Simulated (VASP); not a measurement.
Cost and result of VASP (PAW) for the lattice constant a of RuAl (CsCl type). Static lattice. The cost counts the five points of the equation of state, each on the mesh and cut-off of its row, so the ratios hold those differences too. With PBE it took about 50 core-seconds. Costs are core time on shared hosts, one run each; read them as rough ratios.

```tsv
level	k-mesh	cut-off (eV)	lattice constant a (Å)	cost over PBE
LDA	12×12×12	520	2.956	within a factor of 2
PBEsol	12×12×12	520	2.976	within a factor of 2
PBE	12×12×12	520	3.003	reference
r2SCAN	12×12×12	520	2.982	about 3 times
SCAN	12×12×12	520	(withheld)	(withheld)
```

Question: What belongs in the gaps?

Answer: 
- SCAN, lattice constant a (Å): 2.966
- SCAN, cost over PBE: about 6 times

Left out are levels that failed, ran on another kind of processor or have no fit band path; at most nine are shown.

The compound is RuAl in the CsCl type structure.
